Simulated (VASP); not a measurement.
Output of a VASP run:

**OSZICAR**
```
       N       E                     dE             d eps       ncg     rms          rms(c)
DAV:   1     0.444285907263E+03    0.44429E+03   -0.22172E+04   480   0.184E+03
DAV:   2    -0.434654052677E+01   -0.44863E+03   -0.44088E+03   576   0.491E+02
DAV:   3    -0.485127737519E+02   -0.44166E+02   -0.43386E+02   688   0.148E+02
DAV:   4    -0.504550835422E+02   -0.19423E+01   -0.19414E+01   704   0.270E+01
DAV:   5    -0.505193219713E+02   -0.64238E-01   -0.64234E-01   656   0.389E+00    0.263E+01
DAV:   6    -0.401997682729E+02    0.10320E+02   -0.67069E+01   688   0.738E+01    0.156E+01
DAV:   7    -0.401621404239E+02    0.37628E-01   -0.88827E+00   600   0.236E+01    0.100E+01
DAV:   8    -0.401853433852E+02   -0.23203E-01   -0.20576E+00   624   0.151E+01    0.301E+00
DAV:   9    -0.400908927322E+02    0.94451E-01   -0.47011E-01   592   0.687E+00    0.932E-01
DAV:  10    -0.400927516413E+02   -0.18589E-02   -0.10652E-01   712   0.238E+00    0.760E-01
DAV:  11    -0.400867653833E+02    0.59863E-02   -0.51930E-02   712   0.195E+00    0.207E-01
DAV:  12    -0.400864365402E+02    0.32884E-03   -0.29199E-03   608   0.621E-01    0.714E-02
DAV:  13    -0.400864356817E+02    0.85846E-06   -0.44190E-04   672   0.151E-01    0.284E-02
DAV:  14    -0.400864420297E+02   -0.63481E-05   -0.32458E-05   728   0.377E-02    0.120E-02
DAV:  15    -0.400864409936E+02    0.10361E-05   -0.94376E-06   568   0.271E-02    0.464E-03
DAV:  16    -0.400864410488E+02   -0.55168E-07   -0.24573E-06   448   0.136E-02
   1 F= -.40086441E+02 E0= -.40086441E+02  d E =-.496874E-17
```

**OUTCAR**
```
------------------------ aborting loop because EDIFF is reached ----------------------------------------
  FORCE on cell =-STRESS in cart. coord.  units (eV):
  Direction    XX          YY          ZZ          XY          YZ          ZX
  --------------------------------------------------------------------------------------
  Total       -0.0541693     -0.0541693     -0.0541693      0.0000000      0.0000000     -0.0000000
  in kB       -1.4162230     -1.4162230     -1.4162230      0.0000000      0.0000000     -0.0000000
  external PRESSURE =      -1.4162230 kB  Pullay stress =       0.0000000 kB
  volume of cell :       61.28
      direct lattice vectors                 reciprocal lattice vectors
     3.942550972  0.000000000  0.000000000     0.253642884  0.000000000  0.000000000
     0.000000000  3.942550972  0.000000000     0.000000000  0.253642884  0.000000000
     0.000000000  0.000000000  3.942550972     0.000000000  0.000000000  0.253642884
 POSITION                                       TOTAL-FORCE (eV/Angst)
 -----------------------------------------------------------------------------------
      0.00000      0.00000      0.00000         0.000000      0.000000      0.000000
      1.97128      1.97128      1.97128         0.000000      0.000000      0.000000
      1.97128      0.00000      1.97128         0.000000      0.000000      0.000000
      0.00000      1.97128      1.97128         0.000000      0.000000      0.000000
      1.97128      1.97128      0.00000         0.000000      0.000000      0.000000
 -----------------------------------------------------------------------------------
    total drift:                                0.000000      0.000000     -0.000000
  FREE ENERGIE OF THE ION-ELECTRON SYSTEM (eV)
  ---------------------------------------------------
  free  energy   TOTEN  =       -40.0864410488 eV

  energy  without entropy=      -40.0864410488  energy(sigma->0) =      -40.08644105
```
(Selected blocks of OUTCAR.)

POSCAR:
```
SrTiO3
1
    3.9425509724     0.0000000000     0.0000000000
    0.0000000000     3.9425509724     0.0000000000
    0.0000000000     0.0000000000     3.9425509724
Sr Ti O
1 1 3
Direct
  0.0000000000   0.0000000000   0.0000000000
  0.5000000000   0.5000000000   0.5000000000
  0.5000000000   0.0000000000   0.5000000000
  0.0000000000   0.5000000000   0.5000000000
  0.5000000000   0.5000000000   0.0000000000
```

### Question
Reconstruct the remaining input files.

### Answer
This is not unique; one that fits is the input of the run itself, PBE GGA, plane waves, VASP's PBE PAW potentials (set 64).

KPOINTS:
```
Automatic mesh
0
Gamma
4 4 4
0 0 0
```

INCAR:
```
ALGO = Normal
EDIFF = 1E-6
ENCUT = 520
GGA = PE
ISMEAR = 0
LASPH = .True.
LCHARG = .False.
LMAXMIX = 4
LREAL = .False.
LWAVE = .True.
NELM = 100
PREC = Accurate
SIGMA = 0.05
SYSTEM = SrTiO3
```

POTCAR, in this order: Sr_sv Ti_sv O (PBE.64 set). Program: vasp_std.

The compound is SrTiO3 in the cubic perovskite structure, the ideal cubic form; the compound distorts at low or room temperature. It was relaxed first.
